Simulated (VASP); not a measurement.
# LiSi16 (a cell with a defect) in VASP: further runs

The runs below take LiSi16 (a cell with a defect) through single point, with PBE.

All numbers are computed with VASP 6.6.1; they aren't measurements. Logs are shortened: lines on timing, memory, paths and dates and some standing lists are left out, and cuts for length are marked.

## Step 1: The structure

The cell holds a defect, 17 atoms: a = 7.679 Å, b = 7.679 Å, c = 7.679 Å, α = 60.00°, β = 60.00°, γ = 60.00°.

The cell was built by a generator and needn't be a form met in nature.

## Step 2: Single point, PBE

Contents of INCAR:

```
SYSTEM = LiSi16
PREC     = Accurate       ! precision mode
ENCUT    = 520            ! plane-wave cutoff, eV
EDIFF    = 1E-6           ! SCF threshold, eV
ISMEAR   = 0              ! smearing method
SIGMA    = 0.02           ! smearing width, eV
LREAL    = Auto         
LASPH    = .TRUE.         ! aspherical terms in the spheres
NELM     = 100            ! most SCF steps
ALGO     = Fast           ! electronic algorithm
ISIF     = 2              ! what is computed and relaxed
LWAVE    = .FALSE.        ! write WAVECAR
LCHARG   = .TRUE.         ! write CHGCAR
GGA      = PE             ! functional
LELF     = .TRUE.         ! ELF
LVHAR    = .TRUE.       
NELECT   = 66.0         
NBANDS   = 48             ! bands
```

Contents of KPOINTS:

```
Automatic mesh
0
G
  2 2 2
  0 0 0
```

Contents of POSCAR:

```
LiSi16
1.0
    0.0000000000      5.4300000000      5.4300000000
    5.4300000000      0.0000000000      5.4300000000
    5.4300000000      5.4300000000      0.0000000000
Si Li
16 1
Direct
    0.0061921731      0.0061706262     -0.0187161142
    0.1217938306      0.1218317680      0.1228159300
   -0.0004528545      0.0004696133      0.4963622468
    0.1296632597      0.1305588398      0.6087133517
   -0.0142737569      0.5040739411      0.0059385820
    0.1217914365      0.6333755985      0.1228315838
   -0.0004565378      0.5031165746      0.4963744015
    0.1176803867      0.6266625230      0.6285023020
    0.5040379374     -0.0143366483      0.0060545120
    0.6333674954      0.1218030387      0.1228533149
    0.5022366483      0.0004333333      0.4963968692
    0.6257388582      0.1185296501      0.6286044199
    0.5040193370      0.5040392265      0.0060863720
    0.6181037753      0.6180098527      0.1457789134
    0.4941423573      0.4950440147      0.5152882136
    0.6257377532      0.6266337017      0.6286510129
    0.3574692449      0.3572935543      0.9278458564
```

Potentials or basis: VASP PAW PBE potentials, release 64 (Si, Li_sv).

Started as:

```console
$ cat potpaw_PBE.64/Si/POTCAR potpaw_PBE.64/Li_sv/POTCAR > POTCAR
$ mpirun -np 1 vasp_std > vasp.out
```

OUTCAR:

```text
SYSTEM = LiSi16
   PREC = Accurate
   ENCUT = 520
   EDIFF = 1E-6
   ISMEAR = 0
   LREAL = Auto
   LASPH = .TRUE.
   NELM = 100
   ISIF = 2
   GGA = PE
   NELECT = 66.0

 ion  position               nearest neighbor table
   1  0.006  0.006  0.981-   4 2.34   2 2.34   6 2.34  10 2.34
   2  0.122  0.122  0.123-   1 2.34   3 2.34   5 2.40   9 2.40  17 2.58
   3  1.000  0.000  0.496-   4 2.34   2 2.34   8 2.34  12 2.34
   4  0.130  0.131  0.609-   1 2.34   3 2.34   7 2.34  11 2.34
   5  0.986  0.504  0.006-  14 2.31  17 2.35   8 2.37   2 2.40   6 2.40
   6  0.122  0.633  0.123-   1 2.34   7 2.34  13 2.40   5 2.40  17 2.58
   7  1.000  0.503  0.496-   4 2.34   6 2.34  16 2.34   8 2.34
   8  0.118  0.627  0.629-   3 2.34   7 2.34  15 2.36   5 2.37
   9  0.504  0.986  0.006-  14 2.31  17 2.35  12 2.37   2 2.40  10 2.40
  10  0.633  0.122  0.123-   1 2.34  11 2.34  13 2.40   9 2.40  17 2.58
  11  0.502  0.000  0.496-   4 2.34  10 2.34  16 2.34  12 2.34
  12  0.626  0.119  0.629-  11 2.34   3 2.34  15 2.36   9 2.37
  13  0.504  0.504  0.006-  14 2.31  17 2.35  16 2.37   6 2.40  10 2.40
  14  0.618  0.618  0.146-   5 2.31   9 2.31  13 2.31  15 2.32
  15  0.494  0.495  0.515-  14 2.32   8 2.36  12 2.36  16 2.36  17 2.59
  16  0.626  0.627  0.629-  11 2.34   7 2.34  15 2.36  13 2.37
  17  0.357  0.357  0.928-  13 2.35   9 2.35   5 2.35  10 2.58   6 2.58   2 2.58  15 2.59

  LATTYP: Found a face centered cubic cell.
 ALAT       =    10.8600000000

  Lattice vectors:

 A1 = (   0.0000000000,   5.4300000000,   5.4300000000)
 A2 = (   5.4300000000,   0.0000000000,   5.4300000000)
 A3 = (   5.4300000000,   5.4300000000,   0.0000000000)

Analysis of symmetry for initial positions (statically):
=====================================================================
 Subroutine PRICEL returns:
 Original cell was already a primitive cell.

 Routine SETGRP: Setting up the symmetry group for a
 face centered cubic supercell.

 Subroutine GETGRP returns: Found  1 space group operations
 (whereof  1 operations were pure point group operations)
 out of a pool of 48 trial point group operations.

The static configuration has the point symmetry C_1 .

Analysis of symmetry for dynamics (positions and initial velocities):
=====================================================================
 Subroutine PRICEL returns:
 Original cell was already a primitive cell.

 Routine SETGRP: Setting up the symmetry group for a
 face centered cubic supercell.

 Subroutine GETGRP returns: Found  1 space group operations
 (whereof  1 operations were pure point group operations)
 out of a pool of 48 trial point group operations.

The dynamic configuration has the point symmetry C_1 .

 Subroutine INISYM returns: Found  1 space group operations
 (whereof  1 operations are pure point group operations),
 and found     1 'primitive' translations

----------------------------------------------------------------------------------------

                                     Primitive cell

  volume of cell :     320.2060

  direct lattice vectors                    reciprocal lattice vectors
     0.000000000  5.430000000  5.430000000    -0.092081031  0.092081031  0.092081031
     5.430000000  0.000000000  5.430000000     0.092081031 -0.092081031  0.092081031
     5.430000000  5.430000000  0.000000000     0.092081031  0.092081031 -0.092081031

  length of vectors
     7.679179644  7.679179644  7.679179644     0.159489025  0.159489025  0.159489025

  position of ions in fractional coordinates (direct lattice)
     0.006192173  0.006170626  0.981283886
     0.121793831  0.121831768  0.122815930
     0.999547146  0.000469613  0.496362247
     0.129663260  0.130558840  0.608713352
     0.985726243  0.504073941  0.005938582
     0.121791436  0.633375599  0.122831584
[... 9 lines left out ...]
     0.625737753  0.626633702  0.628651013
     0.357469245  0.357293554  0.927845856

  ion indices of the primitive-cell ions
   primitive index   ion index
                 1           1
                 2           2
                 3           3
                 4           4
                 5           5
                 6           6
[... 9 lines left out ...]
                16          16
                17          17

----------------------------------------------------------------------------------------

 KPOINTS: Automatic mesh

Automatic generation of k-mesh.
 Grid dimensions read from file:
 generate k-points for:    2    2    2

 Generating k-lattice:

  Cartesian coordinates                     Fractional coordinates (reciprocal lattice)
    -0.046040516  0.046040516  0.046040516     0.500000000  0.000000000  0.000000000
     0.046040516 -0.046040516  0.046040516     0.000000000  0.500000000  0.000000000
     0.046040516  0.046040516 -0.046040516     0.000000000  0.000000000  0.500000000

  Length of vectors
     0.079744512  0.079744512  0.079744512

  Shift w.r.t. Gamma in fractional coordinates (k-lattice)
     0.000000000  0.000000000  0.000000000

 Subroutine IBZKPT returns following result:
 ===========================================

 Found      8 irreducible k-points:

 Following reciprocal coordinates:
            Coordinates               Weight
  0.000000  0.000000  0.000000      1.000000
  0.500000  0.000000  0.000000      1.000000
  0.000000  0.500000  0.000000      1.000000
  0.000000  0.000000  0.500000      1.000000
  0.500000  0.500000  0.500000      1.000000
  0.500000  0.500000  0.000000      1.000000
  0.000000  0.500000  0.500000      1.000000
  0.500000  0.000000  0.500000      1.000000
   k-points           NKPTS =      8   k-points in BZ     NKDIM =      8   number of bands    NBANDS=     48
   number of dos      NEDOS =    301   number of ions     NIONS =     17
   total plane-waves  NPLWV = 216000
   dimension x,y,z NGX =    60 NGY =   60 NGZ =   60
   dimension x,y,z NGXF=   120 NGYF=  120 NGZF=  120
   ions per type =              16   1
   NGX,Y,Z   is equivalent  to a cutoff of  12.99, 12.99, 12.99 a.u.
   NGXF,Y,Z  is equivalent  to a cutoff of  25.98, 25.98, 25.98 a.u.
 SYSTEM =  LiSi16
   PREC   = accura    normal or accurate (medium, high low for compatibility)
   ISTART =      0    job   : 0-new  1-cont  2-samecut
   ICHARG =      2    charge: 1-file 2-atom 10-const
   ISPIN  =      1    spin polarized calculation?
   LNONCOLLINEAR =      F non collinear calculations
   LSORBIT =      F    spin-orbit coupling
   LASPH  =      T    aspherical Exc in radial PAW
   ENCUT  =  520.0 eV  38.22 Ry    6.18 a.u.  14.28 14.28 14.28*2*pi/ulx,y,z
   NELM   =    100;   NELMIN=  2; NELMDL= -5     # of ELM steps
   EDIFF  = 0.1E-05   stopping-criterion for ELM
   LREAL  =      T    real-space projection
   EDIFFG = 0.1E-04   stopping-criterion for IOM
   NSW    =      0    number of steps for IOM
   IBRION =     -1    ionic relax: 0-MD 1-quasi-New 2-CG
   NFREE  =      0    steps in history (QN), initial steepest desc. (CG)
   ISIF   =      2    stress and relaxation
   ISYM   =      2    0-nonsym 1-usesym 2-fastsym
   POTIM  = 0.5000    time-step for ionic-motion
   TEBEG  =    0.0;   TEEND  =   0.0 temperature during run
   PSTRESS=    0.0 pullay stress
   NELECT =      66.0000    total number of electrons
   NUPDOWN=      -1.0000    fix difference up-down
   EMIN   =  10.00;   EMAX   =-10.00  energy-range for DOS
   EFERMI =   0.00;   METHOD = LEGACY
   ISMEAR =     0;   SIGMA  =   0.02  broadening in eV -4-tet -1-fermi 0-gaus
   EFERMI_NEDOS =   21; number of points for ismear=-14 and -15
   IALGO  =     68    algorithm
   IMIX   =      4    mixing-type and parameters
     AMIX     =   0.40;   BMIX     =  1.00
     AMIX_MAG =   1.60;   BMIX_MAG =  1.00
  volume/ion in A,a.u.               =      18.84       127.11
  Fermi-wavevector in a.u.,A,eV,Ry     =   0.967044  1.827449 12.723821  0.935174
  Thomas-Fermi vector in A             =   2.096897
   LORBIT       =      0    0 simple, 1 ext, 2 COOP (PROOUT), +10 PAW based schemes
   GGA     = PE    functional components
   LHFCALC =     F    Hartree Fock is set to
   AEXX    =    0.0000 exact exchange contribution
   IVDW    =     0    specifies the selected vdW correction
   LEPSILON=     F    determine dielectric tensor
   LRPA    =     F    only Hartree local field effects (RPA)
 non-spin polarized calculation
 RMM-DIIS sequential band-by-band and
 Gauss-broadening in eV      SIGMA  =   0.02
  energy-cutoff  :      520.00
  volume of cell :      320.21
 maximum number of plane-waves:      8646
 NGX is ok and might be reduce to    60
   NGX = 29   NGY = 29   NGZ = 29

 number of electron      65.9999998 magnetization

 Free energy of the ion-electron system (eV)
  ---------------------------------------------------
  ext. energy  EPLUGINS =         0.00000000
  ---------------------------------------------------
  free energy    TOTEN  =       -93.39939847 eV

  energy without entropy =      -93.39939847  energy(sigma->0) =      -93.39939847

 E-fermi :   6.1718     XC(G=0):  -9.4427

 val. band max:        6.0503652555   @ k =   0.0000   0.0000   0.0000
 cond. band min:       6.6102283799   @ k =   0.0000   0.0000   0.0000
 fundamental gap:      0.5598631245
 Fermi energy:         6.1717530704

 k-point     1 :       0.0000    0.0000    0.0000
  band No.  band energies     occupation
      1     -40.3710      2.00000
      2      -5.9193      2.00000
      3      -3.6716      2.00000
      4      -3.6104      2.00000
      5      -3.6098      2.00000
      6      -3.5917      2.00000
[... 37 lines left out ...]
     44       8.3074      0.00000
     45       8.3096      0.00000

 k-point     2 :       0.5000    0.0000    0.0000
  band No.  band energies     occupation
      1     -40.3710      2.00000
      2      -5.1896      2.00000
      3      -5.0699      2.00000
      4      -3.3553      2.00000
      5      -3.3214      2.00000
      6      -3.2645      2.00000
[... 280 lines left out ...]
 k-point     8 :       0.5000    0.0000    0.5000
  band No.  band energies     occupation
      1     -40.3710      2.00000
      2      -4.9012      2.00000
      3      -4.8099      2.00000
      4      -3.9276      2.00000
      5      -3.8941      2.00000
      6      -3.8939      2.00000
[... 37 lines left out ...]
     44      10.3071      0.00000
     45      10.3424      0.00000
 [bands above 45 left out]

------------------------ aborting loop because EDIFF is reached ----------------------------------------

  FORCE on cell =-STRESS in cart. coord.  units (eV):
  Direction    XX          YY          ZZ          XY          YZ          ZX
  --------------------------------------------------------------------------------------
  -------------------------------------------------------------------------------------
  Total       -1.0989515     -1.0989577     -1.1003814     -0.3459535      0.3367008      0.3432289
  in kB       -5.4986951     -5.4987260     -5.5058494     -1.7310069      1.6847106      1.7173742
  external PRESSURE =      -5.5010902 kB  Pullay stress =       0.0000000 kB

 VOLUME and BASIS-vectors are now :
 -----------------------------------------------------------------------------
  energy-cutoff  :      520.00
  volume of cell :      320.21
      direct lattice vectors                 reciprocal lattice vectors
     0.000000000  5.430000000  5.430000000    -0.092081031  0.092081031  0.092081031
     5.430000000  0.000000000  5.430000000     0.092081031 -0.092081031  0.092081031
     5.430000000  5.430000000  0.000000000     0.092081031  0.092081031 -0.092081031

 POSITION                                       TOTAL-FORCE (eV/Angst)
 -----------------------------------------------------------------------------------
      5.36188      5.36199      0.06713         0.044043      0.039367     -0.043861
      1.32844      1.32823      1.32289         0.031988      0.030690      0.005560
      2.69780      8.12279      5.43009         0.024696      0.025549     -0.006891
      4.01425      4.00938      1.41301         0.041958      0.045738     -0.041751
      2.76937      5.38474      8.08962         0.017395      0.043901     -0.017541
      4.10620      1.32830      4.10056        -0.006461      0.029994     -0.033854
[... 9 lines left out ...]
      6.81620      6.81133      6.80038         0.019430      0.022626     -0.011937
      6.97831      6.97926      3.88116        -0.324432     -0.327704      0.322583
 -----------------------------------------------------------------------------------
    total drift:                               -0.001784     -0.000666      0.005309

  FREE ENERGIE OF THE ION-ELECTRON SYSTEM (eV)
  ---------------------------------------------------
  free  energy   TOTEN  =       -93.3993984662 eV

  energy  without entropy=      -93.3993984662  energy(sigma->0) =      -93.39939847
```

Wall time 7 min (1 thread of Intel Xeon Platinum 8259CL at 2.50GHz (Skylake/Cascade Lake), shared host); peak memory 0.49 GiB.

Results:

```yaml
Free_energy: -93.3994 eV
Largest_force: 0.563 eV/Å
Band_gap_on_the_k_mesh: 0.56 eV, direct
```

Forces on the atoms (eV/Å):
```
Si   0.044  0.039 -0.044
Si   0.032  0.031  0.006
Si   0.025  0.026 -0.007
Si   0.042  0.046 -0.042
Si   0.017  0.044 -0.018
Si  -0.006  0.030 -0.034
Si   0.008  0.027 -0.023
Si   0.021  0.015 -0.021
Si   0.045  0.015 -0.018
Si   0.031 -0.006 -0.034
Si   0.026  0.009 -0.024
Si   0.012  0.024 -0.020
Si   0.023  0.020 -0.040
Si  -0.003 -0.006 -0.005
Si  -0.011 -0.008  0.013
Si   0.019  0.023 -0.012
Li  -0.324 -0.328  0.323
```

Caveat: the k mesh is coarse (spacing up to 0.50 Å⁻¹), so the values aren't converged; the cell carries a net charge on a neutralising background, which shifts energy and pressure; the cell is charged against a uniform background, so pressure and absolute levels hang on convention; the cutoff is under 1.25 times the usual one of these potentials, so pressure, stress and relaxed cells hold a basis-set (Pulay) error.

## Step 3: Single point, PBE

Contents of INCAR:

```
SYSTEM = LiSi16
ALGO = Fast
EDIFF = 1E-7
ENCUT = 520
GGA = PE
ISIF = 2
ISMEAR = 0
LASPH = .TRUE.
LCHARG = .FALSE.
LREAL = Auto
LWAVE = .FALSE.
NBANDS = 48
NELECT = 66.0
NELM = 100
PREC = Accurate
SIGMA = 0.02
```

Contents of KPOINTS:

```
k-points
0
G
  2 2 2
  0 0 0
```

Contents of POSCAR:

```
LiSi16
1.0
    0.0000000000      5.4300000000      5.4300000000
    5.4300000000      0.0000000000      5.4300000000
    5.4300000000      5.4300000000      0.0000000000
Si Li
16 1
Direct
    0.0083649171      0.0081956722     -0.0250415285
    0.1198977901      0.1198594843      0.1223095764
   -0.0012534991     -0.0003116943      0.4955971455
    0.1316171271      0.1324847145      0.6027604052
   -0.0163630755      0.5055859116      0.0048825967
    0.1198930018      0.6376156538      0.1222935543
   -0.0012554328      0.5053244936      0.4955974217
    0.1177068140      0.6262000000      0.6292283610
    0.5055699816     -0.0163780847      0.0049841621
    0.6376332413      0.1198934622      0.1222374770
    0.5044936464     -0.0003525783      0.4955638122
    0.6252640884      0.1185622468      0.6293300184
    0.5055826888      0.5055276243      0.0050629834
    0.6162958564      0.6161210866      0.1511045120
    0.4919081031      0.4927987109      0.5218887661
    0.6252603131      0.6261757827      0.6293569982
    0.3352041436      0.3349678637      0.9945803867
```

Potentials or basis: VASP PAW PBE potentials, release 64 (Si, Li_sv).

Started as:

```console
$ cat potpaw_PBE.64/Si/POTCAR potpaw_PBE.64/Li_sv/POTCAR > POTCAR
$ mpirun -np 1 vasp_std > vasp.out
```

Wall time 7.2 min (1 thread of Intel Xeon Platinum 8259CL at 2.50GHz (Skylake/Cascade Lake), shared host); peak memory 0.49 GiB.

It converged, with:

```yaml
Free_energy: -93.0920 eV
Largest_force: 0.705 eV/Å
Band_gap_on_the_k_mesh: 0.37 eV, direct
```

Forces on the atoms (eV/Å):
```
Si   0.028  0.016 -0.031
Si   0.036  0.031  0.001
Si   0.019  0.023 -0.019
Si   0.016  0.021 -0.015
Si   0.038  0.035 -0.040
Si   0.003  0.032 -0.035
Si   0.016  0.022 -0.019
Si   0.028  0.018 -0.026
Si   0.025  0.042 -0.050
Si   0.032  0.014 -0.030
Si   0.021  0.014 -0.021
Si   0.018  0.031 -0.024
Si   0.039  0.033 -0.032
Si   0.032  0.019 -0.021
Si   0.024  0.026 -0.027
Si   0.029  0.034 -0.015
Li  -0.403 -0.413  0.404
```

Levels at points of the mesh, in eV from the valence-band top:
| k point | band 31 | band 32 | band 33 | band 34 | band 35 | band 36 |
| --- | --- | --- | --- | --- | --- | --- |
| (0.00, 0.00, 0.00) | -0.06 | 0.00 | 0.00 | 0.37 | 0.63 | 0.63 |
| (0.50, 0.00, 0.00) | -0.83 | -0.78 | -0.74 | 1.12 | 1.26 | 1.46 |
| (0.00, 0.50, 0.00) | -0.83 | -0.78 | -0.74 | 1.12 | 1.26 | 1.47 |
| (0.00, 0.00, 0.50) | -0.81 | -0.73 | -0.73 | 1.26 | 1.26 | 1.30 |
| (0.50, 0.50, 0.50) | -0.83 | -0.78 | -0.74 | 1.12 | 1.26 | 1.47 |
| (0.50, 0.50, 0.00) | -1.40 | -1.33 | -1.28 | 0.98 | 1.11 | 2.18 |
| (0.00, 0.50, 0.50) | -1.40 | -1.33 | -1.28 | 0.98 | 1.11 | 2.18 |
| (0.50, 0.00, 0.50) | -1.40 | -1.33 | -1.28 | 0.99 | 1.11 | 2.18 |

Caveat: the k mesh is coarse (spacing up to 0.50 Å⁻¹), so the values aren't converged; the cell carries a net charge on a neutralising background, which shifts energy and pressure; the cell is charged against a uniform background, so pressure and absolute levels hang on convention; the cutoff is under 1.25 times the usual one of these potentials, so pressure, stress and relaxed cells hold a basis-set (Pulay) error.

[end of part 1 of 3]
